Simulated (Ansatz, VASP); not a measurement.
# Cross-check of Mo2H2NO2 (Mo2N(OH)2 MXene monolayer) between VASP and Ansatz

Aim: how closely do two programs agree when they are given the same cell, functional and k mesh? The structure shown is the start of the Ansatz relaxation below; VASP solves that cell, so the two are compared at the walk's first step.

Program: Ansatz 0.2.0. Level of theory: plane waves, with VASP 6.6.1 beside it; single point at PBEsol with D3(BJ). Results are calculated unless marked as measured.

### Step 1. The starting structure

The cell holds 7 atoms: 2 H, 2 O, 2 Mo and 1 N. Cell: a = 2.953 Å, b = 2.953 Å, c = 44.152 Å, α = 90.0°, β = 90.0°, γ = 120.0°. Vacuum lies along c.

### Step 2. Ansatz: relaxation, PBEsol with D3(BJ)

Ansatz runs on its PAW soft_1 files.

The two programs are compared at the cell with which this relaxation starts, whose forces are those of its first step.

Input file input.yaml:

```yaml
crystal:
  lattice:
    - [2.953236, 0.0, 0.0]
    - [-1.476618, 2.5575773994, 0.0]
    - [0.0, 0.0, 44.1523190102]
  atoms:
    - { symbol: H, position: [0.3333333333, 0.6666666667, 0.4257986992] }
    - { symbol: O, position: [0.3333333333, 0.6666666667, 0.4479945888] }
    - { symbol: Mo, position: [0.6666666667, 0.3333333333, 0.4736079945] }
    - { symbol: "N", position: [0.0, 0.0, 0.5] }
    - { symbol: Mo, position: [0.3333333333, 0.6666666667, 0.5263920055] }
    - { symbol: O, position: [0.6666666667, 0.3333333333, 0.5520054112] }
    - { symbol: H, position: [0.6666666667, 0.3333333333, 0.5742013008] }
  periodic: [true, true, false]
kpoints:
  mp_grid: { grid: [12, 12, 1] }
hamiltonian:
  xc: pbesol
  dispersion: d3bj
  pseudopotentials: { kind: paw, azcp: { folder: soft_1 }, xc_functional: pbe }
scf:
  occupations: { method: fermi_dirac, width: 0.05 }
  convergence: { dr2_threshold: 1.0e-09 }
relax:
  f_tol: 0.004
  max_steps: 90
  cell: {}
output:
  write_potential: true
  write_density: true
  volumetric_format: npy
```

Started as:

```bash
> ansatz run input.yaml --threads 4 --pin off --max-ram 6144MiB --backend cpu --events-out ev --progress --plain --runs-dir out
```

Numbers of over 12 decimals in the logs are rounded to 6 here.

Output:

```text
Warning: relax.cell: scf.convergence.dr2_threshold = 1e-9 eV is looser than the 2.55493787526e-10 eV advised for a relaxation that steers and ends on the stress (1e-10 eV for each atom of the cell: 7, times the square of relax.cell.stress_2d_tol = 0.05 N/m over 16.6 Å (the atoms' height at the walk's start and 5 Å past either face), 3.021e-2 GPa, over a crystal's default 0.05). What an SCF threshold leaves in a stress goes as its square root, and in the free energy as the threshold itself, and one threshold admits the most on a small cell: [figures from the program's tests cut] Set scf.convergence.dr2_threshold to 2.55493787526e-10 eV or tighter. [rest of the remark cut]
Engine: ansatz 0.2.0, aarch64-unknown-linux-gnu
Pseudopotentials: kind: paw
Pseudopotential: H, paw, valence charge 1, recommended cutoff 420 eV (normal), soft_1/H.paw.azcp
Pseudopotential: O, paw, valence charge 6, recommended cutoff 420 eV (normal), soft_1/O.paw.azcp
Pseudopotential: Mo, paw, valence charge 14, recommended cutoff 420 eV (normal), soft_1/Mo.paw.azcp
Pseudopotential: N, paw, valence charge 5, recommended cutoff 420 eV (normal), soft_1/N.paw.azcp
Functional definition: PBEsol
  exchange = pbesol_x
  correlation = pbesol_c
Crystal: 7 atoms, lattice volume = 333.488 Å³
Basis set: ecut = 420 eV, 6387 PW (Γ), exchange–correlation on 40×40×600 points (8 copies of the dense FFT grid, shifted against one another)
Bands: 31, of which v1, the nominal top of the filled ones, is band 24 counted from 1 (23 counted from 0)
Symmetry: 12 space group operations
Space group: P-3m1 (ITA 164), of the structure as read, at distance tolerance 6.9e-5 Å
k-points: 19 of 144
Non-local potential: H, projectors of the file, l = 0: 2, l = 1: 1
Non-local potential: O, projectors of the file, l = 0: 2, l = 1: 2, l = 2: 1
Non-local potential: Mo, projectors of the file, l = 0: 3, l = 1: 2, l = 2: 2, l = 3: 1
Non-local potential: N, projectors of the file, l = 0: 2, l = 1: 2, l = 2: 1
PAW form: soft (Blöchl's): semilocal exchange-correlation on the pseudo side does not see the compensation charge
PAW frozen core: O, regenerated for the run's functional, and the local potential with it (the file was generated under x = pbe(κ = 0.804, μ = 0.219515), c = pbe(β = 0.066725))
PAW frozen core: Mo, regenerated for the run's functional, and the local potential with it (the file was generated under x = pbe(κ = 0.804, μ = 0.219515), c = pbe(β = 0.066725))
PAW frozen core: N, regenerated for the run's functional, and the local potential with it (the file was generated under x = pbe(κ = 0.804, μ = 0.219515), c = pbe(β = 0.066725))
PAW one-centre angular grid: H, 110 points (default); XC on 64 Gauss nodes
PAW one-centre angular grid: O, 110 points (default); XC on 64 Gauss nodes
PAW one-centre angular grid: Mo, 590 points (default); XC on 64 Gauss nodes
PAW one-centre angular grid: N, 110 points (default); XC on 64 Gauss nodes
Initial density: superposition of atomic densities (neutral atoms: chi_scale 0, normalization atom)
Initial wavefunctions: pseudopotential atomic-orbital guess
Functional: x = pbesol(κ = 0.804, μ = 0.123457), c = pbesol(β = 0.046)
SCF iter   1: F=—  HF=-11332.831475 eV  |F-HF|=—  |Δ(HF+E_count)|=         —  Δρ=8.02e-2  dr2=2.89e1  ethr=3.10e-3  ⟨swp⟩=18.1  Hψ=5157  notcnv=0  defer=1
preconditioner: auto → LDOS  [metal: Δε(μ)=0.071 eV  Ē_g=11.381 eV  σ=0.050 eV  W_gap=0.32  n_scr=26 (ndim 8)  ℏωp=10.6 eV  f_vac=0.792  D(μ)=4.46/eV (n_scr^D=20)  β→1.0]
SCF iter   2: F=—  HF=-11335.008931 eV  |F-HF|=—  |Δ(HF+E_count)|=    2.18e0  Δρ=7.52e-2  dr2=6.65e2  ethr=3.10e-3  ⟨swp⟩=12.8  Hψ=7883  notcnv=0  defer=16  recentre
automatic band count: the SCF goes on with 38 bands, as 31 were too few: the levels above may hold too much charge
SCF iter   3: F=—  HF=-11327.774470 eV  |F-HF|=—  |Δ(HF+E_count)|=    7.23e0  Δρ=4.00e-2  dr2=8.73e0  ethr=3.10e-3  ⟨swp⟩=8.9  Hψ=2926  notcnv=0  defer=107
SCF iter   4: F=—  HF=-11326.470242 eV  |F-HF|=—  |Δ(HF+E_count)|=    1.30e0  Δρ=1.07e-2  dr2=2.14e0  ethr=3.10e-3  ⟨swp⟩=10.3  Hψ=2761  notcnv=0  defer=108
SCF iter   5: F=—  HF=-11326.825207 eV  |F-HF|=—  |Δ(HF+E_count)|=   3.55e-1  Δρ=3.12e-3  dr2=1.81e0  ethr=3.10e-3  ⟨swp⟩=6.4  Hψ=1606  notcnv=0  defer=97
SCF iter   6: F=—  HF=-11326.621667 eV  |F-HF|=—  |Δ(HF+E_count)|=   2.04e-1  Δρ=2.50e-3  dr2=1.36e0  ethr=3.10e-3  ⟨swp⟩=3.6  Hψ=913  notcnv=0  defer=78
[...]
SCF iter   4: F=—  HF=-11327.699439 eV  |F-HF|=—  |Δ(HF+E_count)|=   3.05e-8  Δρ=1.30e-6  dr2=9.17e-9  ethr=1.59e-10  ⟨swp⟩=3.5  Hψ=1427  notcnv=0
SCF iter   5: F=—  HF=-11327.699439 eV  |F-HF|=—  |Δ(HF+E_count)|=   1.53e-8  Δρ=3.78e-7  dr2=1.16e-9  ethr=1.95e-11  ⟨swp⟩=3.1  Hψ=1265  notcnv=0
SCF iter   6: F=-11327.699439 eV  HF=-11327.699439 eV  |F-HF|=2.96e-10  |Δ(HF+E_count)|=   3.85e-9  Δρ=2.49e-7  dr2=4.54e-10  ethr=2.13e-12  ⟨swp⟩=12.4  Hψ=4802  notcnv=0
SCF 10 converged in 6 iterations: F = -11327.699439 eV  dr2 = 4.54e-10
relax step  10: F+E_penalty+E_count = -11327.69943941 eV  Δ(F+E_penalty+E_count) = +2.950e-5 eV  max|allowed force component| = 2.782e-4 eV/Å  Δτ_max = 0.0004 Å  P = +0.001 N/m  Ω = 294.644 Å³  energy of the carried Pulay correction = +2.416e-4 eV  fix = [c, alpha, beta]  reactions: c +0.000 N/m  (6 SCF iters, accepted)
iter 1 solved again at ethr=1.01e-7 eV; its pass at ethr=3.10e-3 eV (dr2=4.73e-5 eV) is discarded
SCF iter   1: F=—  HF=-11327.699222 eV  |F-HF|=—  |Δ(HF+E_count)|=         —  Δρ=3.95e-6  dr2=6.48e-9  ethr=1.01e-7  ⟨swp⟩=7.5  Hψ=9429  notcnv=0
eigensolver tolerance schedule: the retry pair's looser diagonalisation over-reported the residual by 7289.82 of it (diagonalisation noise at 0.31 of the residual, at the tolerance the schedule requests for it); recorded, not acted on — ethr = c·dr2/N_el stays at c = 1.0e-1
preconditioner: auto → LDOS  [metal: Δε(μ)=0.028 eV  Ē_g=12.698 eV  σ=0.050 eV  W_gap=0.14  n_scr=28 (ndim 8)  ℏωp=12.0 eV  f_vac=0.770  D(μ)=2.99/eV (n_scr^D=18)  β→1.0]
SCF iter   2: F=—  HF=-11327.699226 eV  |F-HF|=—  |Δ(HF+E_count)|=   3.70e-6  Δρ=1.28e-6  dr2=4.18e-9  ethr=1.38e-11  ⟨swp⟩=6.3  Hψ=2560  notcnv=0
SCF iter   3: F=-11327.699226 eV  HF=-11327.699226 eV  |F-HF|=1.44e-9  |Δ(HF+E_count)|=  3.75e-10  Δρ=4.65e-7  dr2=6.75e-10  ethr=2.13e-12  ⟨swp⟩=20.1  Hψ=7390  notcnv=0
SCF 11 converged in 3 iterations: F = -11327.699226 eV  dr2 = 6.75e-10
relax step  11: F+E_penalty+E_count = -11327.69922618 eV  Δ(F+E_penalty+E_count) = +2.132e-4 eV  max|allowed force component| = 3.380e-4 eV/Å  Δτ_max = 0.0000 Å  P = -0.004 N/m  Ω = 294.644 Å³  fix = [c, alpha, beta]  reactions: c -0.000 N/m  stress off target by 3.75e-3 N/m on what of the cell is left free  SCF on the basis re-selected at this cell (its energy is not comparable with the rows above)  (3 SCF iters)
basis re-selected at this cell: Δ(F+E_penalty+E_count) = +2.132e-4 eV, ΔP = -0.005 N/m vs the last step (what re-selecting the basis moved, of the pressure what is left beyond the Pulay correction that the steps carried, after the strain that the cell walked since its last selection, with what the two solves' SCF thresholds leave and, on support functions, any second-order correction that the steps lacked; it is no m [...]
WARN: The output density's exchange-correlation potential varies sharply where the density is thin. Do not read a vacuum level from v_tot or v_xc, or from such a field of the output density. On a cell that repeats whose density bears no net charge and no dipole along the vacuum's axis use v_es (v_loc + v_h of the components); under efield.dipole_correction with no amplitude use v_es + v_field, which holds any externa [...]
SCF converged after 3 iterations
Free energy (F): -11327.699226 eV
Harris-Foulkes:  -11327.699226 eV  (|F-HF|=1.44e-9)
Internal energy: -11327.675818 eV  (E = F + TS)
E sigma→0 (E₀):  -11327.687522 eV
Entropy (-TS):   -0.023408 eV (-3.344 meV/atom)
Fermi energy:    -2.622910 eV
--- Per-component energies (eV) ---
  E_band       = -1073.458253
  E_kinetic    = 1343.436932
  E_local      = -263026.567092  (includes V_loc(G=0)·N_el)
  E_nonlocal   = 444.645897
  E_hartree    = 130656.629235
  E_xc         = -567.772952
  E_vxc        = -717.194493  (∫ρ·V_xc dr)
  E_paw        = -6748.038585  (= ΣΔE_a)
  E_vpaw       = -431.040879  (= ΣTr[D̂ρ^β])
  E_aug_tail   = 0.000609  (compensation charges beyond the density's cutoff)
  E_ewald      = 126570.694232
  E_disp       = -1.221368  (pairwise vdW)
  E_core_change = 0.517275  (= ΣΔE_core)
  E_smearing   = -0.023408  (= −TS)
  E_closure    = 0.000000  (closes the sum)
  Σ components = -11327.699226   (vs F -11327.699226, Δ=0.00e0)
--- Forces (eV/Å), atoms counted from 1 ---
  atom   1  H     -0.00000000     0.00000000    -0.00024182
  atom   2  O      0.00000000     0.00000000     0.00033796
  atom   3  Mo     0.00000000     0.00000000    -0.00009720
  atom   4  N      0.00000000     0.00000000     0.00000000
  atom   5  Mo     0.00000000    -0.00000000     0.00009720
  atom   6  O     -0.00000000    -0.00000000    -0.00033796
  atom   7  H     -0.00000000    -0.00000000     0.00024182
  max |Σ_I F_I| component: 4.51e-17 eV/Å
--- 2D stress c σ (N/m, compression-positive) ---
       -0.003752      -0.000000      -0.000000
        0.000000      -0.003752       0.000000
       -0.000000       0.000000      -0.000000
  P = ½ c Tr σ = -0.0038 N/m
--- Band table (eV; the first three rows and the last of 19) ---
  k-point 0: bands = [... 20 lower, -6.0657, -4.1459, -4.0441, -4.0441, -2.9766, -2.9766, -2.8107, -2.7795, ... 10 higher]
  k-point 1: bands = [... 20 lower, -6.2307, -4.4580, -3.9056, -3.8797, -3.1238, -2.8289, -2.7008, -2.6068, ... 10 higher]
  k-point 2: bands = [... 20 lower, -6.2007, -4.9383, -3.7439, -3.3920, -3.3888, -2.4316, -2.3031, -2.1092, ... 10 higher]
  k-point 18: bands = [... 20 lower, -3.7581, -3.1888, -3.1888, -2.8565, -1.5458, -1.5458, 0.1570, 0.1570, ... 10 higher]
  the weakly bound empty levels are not read free of the cell's end (no_gap_told)
--- Relaxed structure (9 steps of the walk, 9 accepted, 2 SCFs on fresh bases) ---
  F+E_penalty+E_count = -11327.69922618 eV   max|allowed force component| = 3.380e-4 eV/Å   (the final SCF, on the basis selected at the relaxed cell)
  cell:  # Å, volume = 294.6436 Å³
    - [2.775917, 0, 0]
    - [-1.387958, 2.404014, 0]
    - [0, 0, 44.1523190102]
  atoms:
    - { symbol: H, position: [0.333333, 0.666667, 0.413090] }
    - { symbol: O, position: [0.333333, 0.666667, 0.435357] }
    - { symbol: Mo, position: [0.666667, 0.333333, 0.467408] }
    - { symbol: N, position: [0, 0, 0.500000] }
    - { symbol: Mo, position: [0.333333, 0.666667, 0.532592] }
    - { symbol: O, position: [0.666667, 0.333333, 0.564643] }
    - { symbol: H, position: [0.666667, 0.333333, 0.586910] }
```

In the SCF lines HF is the Harris–Foulkes energy and dr2 the Hartree energy of the density residual, in eV; the loop may stop once dr2 is under the threshold and the program's other checks hold. Hψ counts applications of the Hamiltonian.

[end of part 1 of 2]

[Lines on the potential files, build, host, timing and source positions are cut from VASP's logs without a mark.]

[Logs are printed without paths, hosts, clocks, repeated set-up lines and the standing remarks that a program may print on its own settings, such as how far it seeks lower states.]

[Hosts, paths, dates, database ids (printed as entryN), source tags and the programs' standing remarks are cut or masked in the printed files.]
